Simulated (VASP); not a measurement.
These are PBEsol GGA, VASP's PBE PAW potentials (set 64) (plane waves; VASP) values and carry that method's errors.

A VASP calculation is set up with these files.

### POSCAR
```
CdS(100) slab
1
    6.7166299026     0.0000000000     0.0000000000
    0.0000000000     4.1337626595     0.0000000000
    0.0000000000     0.0000000000    25.7172308552
Cd S
6 6
Direct
  0.0490853680   0.0000000000   0.6384406458
  0.4838584461   0.5000000000   0.6224575600
  0.9846313344   0.5000000000   0.5188001589
  0.4846313344   0.0000000000   0.4811998411
  0.9838584461   0.0000000000   0.3775424400
  0.5490853680   0.5000000000   0.3615593542
  0.3853661941   0.0000000000   0.6706047330
  0.8659657798   0.5000000000   0.6133426980
  0.3620928777   0.5000000000   0.5270454032
  0.8620928777   0.0000000000   0.4729545968
  0.3659657798   0.0000000000   0.3866573020
  0.8853661941   0.5000000000   0.3293952670
```

**KPOINTS**
```
Automatic
0
Gamma
  3 5 1
```

INCAR:
```
! general
SYSTEM  = CdS(100) slab
PREC    = Normal
ENCUT   = 400
LREAL   = .False.
LASPH   = .True.

! electronic loop
EDIFF   = 1E-6
NELM    = 100
NELMIN  = 4
ALGO    = Normal
LMAXMIX = 4

! smearing
ISMEAR  = 0
SIGMA   = 0.05

! functional
GGA     = PS

! output
LWAVE   = .False.
LCHARG  = .False.
LORBIT  = 11
LVHAR   = .True.

! other
LDIPOL  = .True.
IDIPOL  = 3
DIPOL   = 0.5 0.5 0.5
```

POTCAR, in this order: Cd S (PBE.64 set). Program: vasp_std. Read from the step before: WAVECAR.

The resulting files:

OUTCAR:
```
 ion  position               nearest neighbor table
   1  0.049  0.000  0.638-   7 2.41   8 2.49   8 2.49   2 3.60   2 3.60   3 3.73   3 3.73
   2  0.484  0.500  0.622-   7 2.50   7 2.50   8 2.58   9 2.59   1 3.60   1 3.60
   3  0.985  0.500  0.519-  10 2.52  10 2.52   9 2.54   8 2.56   1 3.73   1 3.73
   4  0.485  0.000  0.481-   9 2.52   9 2.52  10 2.54  11 2.56   6 3.73   6 3.73
   5  0.984  0.000  0.378-  12 2.50  12 2.50  11 2.58  10 2.59   6 3.60   6 3.60
   6  0.549  0.500  0.362-  12 2.41  11 2.49  11 2.49   5 3.60   5 3.60   4 3.73   4 3.73
   7  0.385  0.000  0.671-   1 2.41   2 2.50   2 2.50
   8  0.866  0.500  0.613-   1 2.49   1 2.49   3 2.56   2 2.58
   9  0.362  0.500  0.527-   4 2.52   4 2.52   3 2.54   2 2.59
  10  0.862  0.000  0.473-   3 2.52   3 2.52   4 2.54   5 2.59
  11  0.366  0.000  0.387-   6 2.49   6 2.49   4 2.56   5 2.58
  12  0.885  0.500  0.329-   6 2.41   5 2.50   5 2.50
  LATTYP: Found a simple orthorhombic cell.
 ALAT       =     4.1337626595
 B/A-ratio  =     1.6248223364
 C/A-ratio  =     6.2212644928
 Subroutine PRICEL returns:
 Original cell was already a primitive cell.
 Subroutine GETGRP returns: Found  4 space group operations
The static configuration has the point symmetry C_1h.
 The point group associated with its full space group is C_2v.
The dynamic configuration has the point symmetry C_1h.
 Subroutine INISYM returns: Found  4 space group operations
 Subroutine IBZKPT returns following result:
 Found      6 irreducible k-points:

 Following reciprocal coordinates:
            Coordinates               Weight
  0.000000  0.000000  0.000000      1.000000
  0.333333  0.000000  0.000000      2.000000
  0.000000  0.200000  0.000000      2.000000
  0.333333  0.200000  0.000000      4.000000
  0.000000  0.400000  0.000000      2.000000
  0.333333  0.400000  0.000000      4.000000
   k-points           NKPTS =      6   k-points in BZ     NKDIM =      6   number of bands    NBANDS=     64
   number of dos      NEDOS =    301   number of ions     NIONS =     12
   total plane-waves  NPLWV =  90720
   dimension x,y,z NGX =    36 NGY =   20 NGZ =  126
   dimension x,y,z NGXF=    72 NGYF=   40 NGZF=  252
...
```

File OSZICAR:
```
       N       E                     dE             d eps       ncg     rms          rms(c)
DAV:   1    -0.395405105320E+02   -0.39541E+02   -0.16611E-05   824   0.212E-02    0.744E-03
DAV:   2    -0.395405093573E+02    0.11748E-05   -0.53867E-06   744   0.132E-02    0.384E-03
DAV:   3    -0.395405092259E+02    0.13136E-06   -0.14648E-06   624   0.367E-03    0.263E-03
DAV:   4    -0.395405092392E+02   -0.13290E-07   -0.16910E-07   512   0.184E-03
   1 F= -.39540509E+02 E0= -.39540509E+02  d E =-.103902E-13
```

### OUTCAR
```
------------------------ aborting loop because EDIFF is reached ----------------------------------------
  FORCE on cell =-STRESS in cart. coord.  units (eV):
  Direction    XX          YY          ZZ          XY          YZ          ZX
  --------------------------------------------------------------------------------------
  Total       -0.4850853     -1.5677600     -0.6629060      0.0000000      0.0000000      0.0000000
  in kB       -1.0884475     -3.5177826     -1.4874465      0.0000000      0.0000000      0.0000000
  external PRESSURE =      -2.0312255 kB  Pullay stress =       0.0000000 kB
  volume of cell :      714.04
      direct lattice vectors                 reciprocal lattice vectors
     6.716629903  0.000000000  0.000000000     0.148884190  0.000000000  0.000000000
     0.000000000  4.133762660  0.000000000     0.000000000  0.241910357  0.000000000
     0.000000000  0.000000000 25.717230855     0.000000000  0.000000000  0.038884435
 POSITION                                       TOTAL-FORCE (eV/Angst)
 -----------------------------------------------------------------------------------
      0.32969      0.00000     16.41893        -0.016773      0.000000      0.013115
      3.24990      2.06688     16.00788         0.003570      0.000000      0.000695
      6.61340      2.06688     13.34210        -0.005611      0.000000     -0.025321
      3.25509      0.00000     12.37513        -0.005611      0.000000      0.025321
      6.60821      0.00000      9.70935         0.003570      0.000000     -0.000695
      3.68800      2.06688      9.29831        -0.016773      0.000000     -0.013115
      2.58836      0.00000     17.24610        -0.000879      0.000000      0.007472
      5.81637      2.06688     15.77348         0.000167      0.000000     -0.003858
      2.43204      2.06688     13.55415         0.019526      0.000000     -0.001615
      5.79036      0.00000     12.16308         0.019526      0.000000      0.001615
      2.45806      0.00000      9.94376         0.000167      0.000000      0.003858
      5.94668      2.06688      8.47113        -0.000879      0.000000     -0.007472
 -----------------------------------------------------------------------------------
    total drift:                                0.005039     -0.000000     -0.000012
  FREE ENERGIE OF THE ION-ELECTRON SYSTEM (eV)
  ---------------------------------------------------
  free  energy   TOTEN  =       -39.5405092392 eV

  energy  without entropy=      -39.5405092392  energy(sigma->0) =      -39.54050924

 total charge

# of ion       s       p       d       tot
------------------------------------------
    1        0.475   0.308   9.544  10.327
    2        0.435   0.325   9.555  10.315
    3        0.431   0.330   9.555  10.316
    4        0.431   0.330   9.555  10.316
    5        0.435   0.325   9.555  10.315
    6        0.475   0.308   9.544  10.327
    7        1.334   2.336   0.000   3.670
    8        1.321   2.367   0.000   3.688
    9        1.320   2.367   0.000   3.687
   10        1.320   2.367   0.000   3.687
   11        1.321   2.367   0.000   3.688
   12        1.334   2.336   0.000   3.670
--------------------------------------------------
tot         10.632  16.065  57.309  84.006
```
(Selected blocks of OUTCAR.)

The cell is a thin slab with vacuum, built from CdS (wurtzite): (100) face.
